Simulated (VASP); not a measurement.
Computed with PBE GGA, VASP's PBE PAW potentials (set 64) (plane waves; VASP).

The input files of a VASP run:

INCAR:
```
! general
SYSTEM      =  B31N31O
PREC        =  Normal
ENCUT       =  400   ! plane-wave cut-off (eV)
LREAL       =  Auto   ! projection in real space or not
LASPH       =  .TRUE.
ISYM        =  0
NELECT      =  253.0

! electronic loop
EDIFF       =  1E-6   ! SCF stop (eV)
NELM        =  100   ! most electronic steps
NELMIN      =  4
ALGO        =  Fast   ! Davidson, then RMM-DIIS

! smearing
ISMEAR      =  0   ! Gaussian
SIGMA       =  0.05   ! width (eV)

! functional
GGA         =  PE   ! PBE

! spin
ISPIN       =  2   ! spin-polarised
MAGMOM      =  63*0.0476
NUPDOWN     =  3

! output
LWAVE       =  .TRUE.
LCHARG      =  .FALSE.
LORBIT      =  11

! other
LHYPERFINE  =  .TRUE.
```

**KPOINTS**
```
Regular mesh
0
Gamma
  1 1 1
```

File POSCAR:
```
B31N31O
1
    7.2488848259     0.0000000000     0.0000000000
    0.0000000000     7.2488848259     0.0000000000
    0.0000000000     0.0000000000     7.2488848259
B N O
31 31 1
Direct
  0.4989361277   0.0008403376   0.0002376086
  0.7478008153   0.2496856096   0.0006306505
  0.7478493021   0.0011576987   0.2491937177
  0.0002795172   0.9995001269   0.9990078971
  0.2511187778   0.2485267624   0.0002763191
  0.4999549720   0.4974371088   0.0007138129
  0.7502656009   0.7492594828   0.9993481190
  0.2512184426   0.0008264848   0.2479861389
  0.7518218901   0.5015364707   0.2492330100
  0.5000619377   0.0013360477   0.4968435375
  0.7518789917   0.2498279060   0.5009806324
  0.7502462125   0.9998808510   0.7487719439
  0.9996159996   0.4998871755   0.9993461281
  0.2498876362   0.7498865152   0.9990079601
  0.0001906330   0.2497372187   0.2492201013
  0.2514148156   0.4974791480   0.2491894441
  0.5000945943   0.7498838842   0.2492290809
  0.9996710554   0.9999195001   0.4993627823
  0.2515682830   0.2498229742   0.4968319757
  0.5000261062   0.5016303258   0.5009594273
  0.7499461079   0.7506870490   0.4991180113
  0.2499278472   0.9995923087   0.7493281428
  0.5000647099   0.2498593555   0.7492618891
  0.7498759630   0.4996471528   0.7501288256
  0.0002843763   0.7498636846   0.2491389601
  0.0009321632   0.4996875013   0.4991734846
  0.2501778216   0.7493306812   0.4993926893
  0.0002308648   0.2496750158   0.7493195583
  0.2501663757   0.4999702289   0.7487574339
  0.4999266160   0.7499527237   0.7493329869
  0.0000634865   0.7497100716   0.7491918064
  0.6366975240   0.1130057209   0.1124851431
  0.8740041785   0.3751903269   0.1266617493
  0.8740459348   0.1272515201   0.3746934222
  0.1251486368   0.1251821461   0.1246951470
  0.3633473678   0.3862457900   0.1125740716
  0.6254936896   0.6236455104   0.1267022189
  0.8768138350   0.8738721696   0.1241872076
  0.3634929438   0.1132594924   0.3856226740
  0.8766370738   0.6263949049   0.3754113155
  0.6255627705   0.1273044154   0.6231299741
  0.8766042656   0.3759227732   0.6258474147
  0.8768416861   0.1246753795   0.8733659021
  0.1242405139   0.6265102486   0.1241596994
  0.3755786395   0.8749127028   0.1246579980
  0.1259546087   0.3752170094   0.3746282117
  0.3775425548   0.6238004283   0.3746662441
  0.6255082858   0.8757526379   0.3746002649
  0.1242983583   0.1247804564   0.6258847263
  0.3775526866   0.3752945728   0.6230710562
  0.6262112156   0.6264083886   0.6258170879
  0.8755575407   0.8755516316   0.6246764527
  0.3755741863   0.1252657687   0.8743573940
  0.6254077440   0.3751637834   0.8751530402
  0.8755140235   0.6251824890   0.8749714382
  0.1247099696   0.8743841040   0.3756381349
  0.1257594621   0.6252852722   0.6247395041
  0.3750429955   0.8740615871   0.6258852270
  0.1246265112   0.3761821741   0.8738319353
  0.3750137469   0.6264970947   0.8733825751
  0.6265390301   0.8743779386   0.8738156074
  0.1255478382   0.8752198643   0.8746666602
  0.6368201392   0.3865792962   0.3859614268
```

POTCAR, in this order: B N O (PBE.64 set). Program: vasp_gam. Read from the step before: WAVECAR.

Output of the run:

OSZICAR:
```
       N       E                     dE             d eps       ncg     rms          rms(c)
DAV:   1    -0.549387588842E+03   -0.54939E+03   -0.12609E-05   776   0.102E-02    0.275E-03
RMM:   2    -0.549387588724E+03    0.11799E-06   -0.15312E-06   436   0.348E-03    0.143E-03
RMM:   3    -0.549387588742E+03   -0.17890E-07   -0.27867E-07   471   0.136E-03    0.818E-04
RMM:   4    -0.549387588737E+03    0.52260E-08   -0.31681E-08   283   0.603E-04
   1 F= -.54938759E+03 E0= -.54938759E+03  d E =-.353799E-12  mag=     3.0000
```

OUTCAR:
```
------------------------ aborting loop because EDIFF is reached ----------------------------------------
  FORCE on cell =-STRESS in cart. coord.  units (eV):
  Direction    XX          YY          ZZ          XY          YZ          ZX
  --------------------------------------------------------------------------------------
  Total      -21.5619315    -21.5656068    -21.6022418      0.3713703      0.3967055      0.4048878
  in kB      -90.6952717    -90.7107309    -90.8648275      1.5620830      1.6686497      1.7030667
  external PRESSURE =     -90.7569434 kB  Pullay stress =       0.0000000 kB
  volume of cell :      380.90
      direct lattice vectors                 reciprocal lattice vectors
     7.248884826  0.000000000  0.000000000     0.137952254  0.000000000  0.000000000
     0.000000000  7.248884826  0.000000000     0.000000000  0.137952254  0.000000000
     0.000000000  0.000000000  7.248884826     0.000000000  0.000000000  0.137952254
 POSITION                                       TOTAL-FORCE (eV/Angst)
 -----------------------------------------------------------------------------------
      3.61673      0.00609      0.00172        -0.017274     -0.007621     -0.000982
      5.42072      1.80994      0.00457        -0.010807      0.006137     -0.000402
      5.42107      0.00839      1.80638        -0.011328      0.006130     -0.001644
      0.00203      7.24526      7.24169        -0.011989      0.006730      0.002304
      1.82033      1.80154      0.00200        -0.006647     -0.009258     -0.001817
      3.62412      3.60586      0.00517         0.011621     -0.006886     -0.002720
      5.43859      5.43130      7.24416        -0.003870      0.002096      0.003502
      1.82105      0.00599      1.79762        -0.012972      0.002445     -0.008592
      5.44987      3.63558      1.80666         0.004960      0.000187     -0.003053
      3.62489      0.00968      3.60156         0.006897     -0.002876     -0.002689
      5.45028      1.81097      3.63155        -0.004626     -0.008684      0.002756
      5.43845      7.24802      5.42776        -0.000097      0.003680     -0.004363
      7.24610      3.62362      7.24414        -0.008051      0.004318     -0.002591
      1.81141      5.43584      7.24169         0.000587      0.006718     -0.000971
      0.00138      1.81032      1.80657        -0.004082      0.004995     -0.002641
      1.82248      3.60617      1.80635         0.016770     -0.008217     -0.000028
      3.62513      5.43582      1.80663         0.001175      0.006723     -0.008078
      7.24650      7.24830      3.61982        -0.006755     -0.000535     -0.000951
      1.82359      1.81094      3.60148        -0.004235     -0.003518     -0.002544
      3.62463      3.63626      3.63140         0.010684     -0.000108      0.002512
      5.43627      5.44164      3.61805        -0.001069      0.011426      0.001613
      1.81170      7.24593      5.43179        -0.006523      0.005362     -0.001472
      3.62491      1.81120      5.43131         0.004035     -0.010839      0.004108
      5.43576      3.62188      5.43760         0.005544     -0.001062      0.011442
      0.00206      5.43568      1.80598        -0.010153      0.014934     -0.000481
      0.00676      3.62218      3.61845         0.001458     -0.005455     -0.005087
      1.81351      5.43181      3.62004         0.006920      0.010663     -0.000501
      0.00167      1.80987      5.43173         0.001101     -0.003097      0.008364
      1.81343      3.62423      5.42766        -0.002204     -0.007865      0.005541
      3.62391      5.43632      5.43183         0.011370      0.005854      0.002170
      0.00046      5.43456      5.43081        -0.010446      0.010929      0.002240
      4.61535      0.81917      0.81539        -0.004590      0.012288      0.009949
      6.33556      2.71971      0.91816        -0.002135      0.003374      0.014048
      6.33586      0.92243      2.71611        -0.005956      0.006785     -0.006602
      0.90719      0.90743      0.90390         0.009776      0.002755     -0.004161
      2.63386      2.79985      0.81604         0.000082      0.002945      0.007674
      4.53413      4.52073      0.91845         0.003037      0.007306      0.005090
      6.35592      6.33460      0.90022         0.001593      0.009829      0.001628
      2.63492      0.82101      2.79533        -0.002226     -0.008825     -0.002926
      6.35464      4.54066      2.72131         0.005405     -0.009862      0.001265
      4.53463      0.92282      4.51700        -0.006151      0.002531     -0.000432
      6.35440      2.72502      4.53670         0.007207      0.012585     -0.008005
      6.35612      0.90376      6.33093        -0.006618      0.009752      0.007407
      0.90061      4.54150      0.90002         0.008925     -0.014681      0.006069
      2.72253      6.34214      0.90363        -0.001368     -0.010149     -0.000855
      0.91303      2.71990      2.71564         0.000191     -0.001542     -0.001592
      2.73676      4.52186      2.71591        -0.002514     -0.016800      0.000791
      4.53424      6.34823      2.71543        -0.007146     -0.008349      0.002515
      0.90102      0.90452      4.53697         0.008878      0.001623     -0.002105
      2.73684      2.72047      4.51657        -0.001345      0.000968      0.009289
      4.53933      4.54076      4.53648         0.001970     -0.003752     -0.004085
      6.34682      6.34677      4.52821         0.004436     -0.010911      0.006239
      2.72249      0.90804      6.33812        -0.005345     -0.001704     -0.015721
      4.53351      2.71952      6.34388         0.003789     -0.001017      0.000605
      6.34650      4.53188      6.34257         0.005993      0.009711     -0.005210
      0.90401      6.33831      2.72296         0.006831      0.003372     -0.007442
      0.91162      4.53262      4.52866         0.009447     -0.005590     -0.007328
      2.71864      6.33597      4.53697         0.004419     -0.007047     -0.001408
      0.90340      2.72690      6.33431         0.017483     -0.005651     -0.003406
      2.71843      4.54141      6.33105         0.003007     -0.004551      0.006889
      4.54171      6.33826      6.33419        -0.012886     -0.002460      0.000248
      0.91008      6.34437      6.34036        -0.002422     -0.009160     -0.009230
      4.61624      2.80227      2.79779         0.008242      0.002924      0.005860
 -----------------------------------------------------------------------------------
    total drift:                               -0.014675      0.007827      0.045203
  FREE ENERGIE OF THE ION-ELECTRON SYSTEM (eV)
  ---------------------------------------------------
  free  energy   TOTEN  =      -549.3875887370 eV

  energy  without entropy=     -549.3875887370  energy(sigma->0) =     -549.38758874

 total charge

# of ion       s       p       d       tot
------------------------------------------
    1        0.676   1.363   0.000   2.039
    2        0.675   1.361   0.000   2.036
    3        0.675   1.361   0.000   2.036
    4        0.672   1.351   0.000   2.023
    5        0.675   1.363   0.000   2.038
    6        0.675   1.361   0.000   2.036
    7        0.670   1.343   0.000   2.013
    8        0.675   1.363   0.000   2.038
    9        0.666   1.319   0.000   1.985
   10        0.675   1.361   0.000   2.036
   11        0.666   1.319   0.000   1.985
   12        0.670   1.343   0.000   2.013
   13        0.670   1.343   0.000   2.013
   14        0.672   1.351   0.000   2.023
   15        0.671   1.351   0.000   2.021
   16        0.675   1.361   0.000   2.036
   17        0.671   1.351   0.000   2.021
   18        0.670   1.343   0.000   2.013
   19        0.675   1.361   0.000   2.036
   20        0.666   1.319   0.000   1.985
   21        0.671   1.349   0.000   2.020
...
```
(Selected blocks of OUTCAR.)

At this cut-off the stress carries a Pulay error, which pulls relaxed volumes low. The cell is charged, with a uniform compensating background.  The supercell is sampled at Γ alone, which is coarse: total energies, pressure and levels can be off, energies of defects by several tenths of an eV.

The cell is a supercell with a defect, built from BN (zinc blende): O_N-vac_B, charge +1.
